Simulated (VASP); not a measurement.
VASP runs on CdSe (zinc blende) share one base input (PBE GGA, plane waves, VASP's PBE PAW potentials (set 64)) and change the settings named in each case.

INCAR:
```
ALGO = Normal
EDIFF = 1E-6
ENCUT = 400
GGA = PE
ISIF = 2
ISMEAR = 0
LASPH = .True.
LCHARG = .False.
LMAXMIX = 4
LREAL = .False.
LWAVE = .False.
NELM = 100
PREC = Accurate
SIGMA = 0.05
SYSTEM = CdSe
```

POSCAR:
```
CdSe
1
    0.0000000000     3.0855000000     3.0855000000
    3.0855000000     0.0000000000     3.0855000000
    3.0855000000     3.0855000000     0.0000000000
Cd Se
1 1
Direct
  0.0000000000   0.0000000000   0.0000000000
  0.2500000000   0.2500000000   0.2500000000
```

File KPOINTS:
```
kpoints
0
G
7 7 7
0 0 0
```

POTCAR, in this order: Cd Se (PBE.64 set). Program: vasp_std.

| change | E(σ→0) (eV/atom) | pressure (GPa) | irreducible k-points |
|---|---|---|---|
| base run | -2.7466 | 0.45 | 20 |
| KGAMMA = .FALSE., KSPACING = 0.25, KPOINTS file removed | (withheld) | 0.45 | 60 |
| KGAMMA = .FALSE., KSPACING = 0.3, KPOINTS file removed | -2.7476 | 0.45 | 28 |
| KGAMMA = .TRUE., KSPACING = 0.8, KPOINTS file removed | -2.6485 | 1.19 | 4 |
| KGAMMA = .TRUE., KSPACING = 0.4, KPOINTS file removed | -2.7408 | 0.49 | 10 |
| KGAMMA = .TRUE., KSPACING = 0.35, KPOINTS file removed | -2.7452 | 0.46 | 16 |

Q: Complete the blanks.

A: 
- KGAMMA = .FALSE., KSPACING = 0.25, KPOINTS file removed, E(σ→0) (eV/atom): -2.7475

Left out are runs that ran out of time, are held back, or changed the cell or the kind of run, fixed moments of cells without a moment, rows past the twelfth, gaps on odd meshes, pressures of charged cells and columns that move by less than the noise.

The compound is CdSe in the zinc blende structure, whereas wurtzite is the usual form. The cell was not relaxed at this level.
